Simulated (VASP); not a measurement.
Consider the following.

```
Sn3Sb
1.0
    1.56396    -4.15664     0.00000
    1.56396     4.15664     0.00000
    0.00000     0.00000     8.36479
Sn Sb
3 1
Direct
  0.00000   0.00000   0.50000
  0.00000   0.50000   0.74770
  0.50000   0.00000   0.25230
  0.50000   0.50000   0.00000
```

These are PBEsol GGA with spin-orbit coupling, VASP's PBE PAW potentials (set 64) (plane waves; VASP 6.6.1) values and carry that method's errors. Run with 400 eV cut-off, 9×9×4 Γ-centred mesh, Gaussian smearing of 0.050 eV, potentials Sn_d Sb.

Question: What does the run give for the energy per atom (σ→0), band gap (over mesh and band path) with the smallest direct gap where there is one?

Answer: 
- band gap (over mesh and band path) = none (metal, semimetal or under 0.01 eV)
- energy per atom (σ→0) = -4.376 eV/atom

Only differences to runs with the same potentials and settings are physical.

The structure comes from a computed database's Sn3Sb entry (C222); how it stands against other phases isn't given here. It was relaxed first.
